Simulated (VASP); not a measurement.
Data:

```yaml
crystal:
  lattice:
    - [0.00000, 3.07125, 3.07125]
    - [3.06359, 0.00766, 3.06359]
    - [3.06359, 3.06359, 0.00766]
  atoms:
    - { symbol: Ga, position: [0.00000, 0.00000, 0.00000] }
    - { symbol: Sb, position: [0.25000, 0.25000, 0.25000] }
```

These are r2SCAN meta-GGA, VASP's PBE PAW potentials (set 64) (plane waves; VASP 6.6.1) values and carry that method's errors. Settings: 480 eV cut-off, 8×8×8 Γ-centred mesh, Gaussian smearing of 0.050 eV, potentials Ga_d Sb.

Unless said otherwise, spin-orbit coupling is left out, though it shifts the bands of the heavy elements here.

What does the run give for the energy per atom (σ→0), band gap (on the k-mesh) with the smallest direct gap where there is one?

| Quantity | Value |
|---|---|
| band gap (on the k-mesh) | 0.41 eV |
| smallest direct gap (on the k-mesh) | 0.41 eV |
| energy per atom (σ→0) | -18.800 eV/atom |

Total energies compare only between runs with the same potentials, cut-off and functional.

The compound is GaSb in the zinc blende structure. This cell was strained or had an atom moved on purpose.
